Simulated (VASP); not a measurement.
All values below come from AM05 GGA, VASP's PBE PAW potentials (set 64) (plane waves; VASP).

VASP ran on this input.

**POSCAR**
```
HfB2
3.1237390
  0.4999999161  -0.8660253316   0.0000000000
  0.4999999161   0.8660253316   0.0000000000
  0.0000000000   0.0000000000   1.1024641839
Hf B
1 2
Cart
  0.0000000000   0.0000000000   1.1024641839
  0.4999999161   0.2886756879   0.5512320919
  0.4999999161  -0.2886756879   0.5512320919
```

**INCAR**
```
LEFG = T
EDIFF = 1E-7   ! SCF stop (eV)
LASPH = T   ! aspherical one-centre terms
PREC = Accurate
LCHARG = T
LMAXMIX = 6
LWAVE = F
NEDOS = 601   ! DOS grid
ENCUT = 520   ! plane-wave cut-off (eV)
ALGO = Normal   ! blocked Davidson
ISIF = 2
NELM = 100   ! most electronic steps
LREAL = F   ! projection in real space or not
ISMEAR = -5   ! tetrahedra, Bloechl
LORBIT = 11   ! lm-projected
GGA = AM   ! AM05
SYSTEM = HfB2
```

**KPOINTS**
```
Automatic mesh
0
Gamma
13 13 10
0 0 0
```

POTCAR, in this order: Hf_pv B (PBE.64 set). Program: vasp_std.

What will the output report for the number of irreducible k-points (NKPTS), largest plane-wave count, number of space-group operations, FFT grid (NGX, NGY, NGZ)?

- number of irreducible k-points (NKPTS): 126
- largest plane-wave count: 798
- number of space-group operations: 24
- FFT grid (NGX, NGY, NGZ): 24 × 24 × 28

The compound is HfB2 in the AlB2 type structure. It was relaxed first.
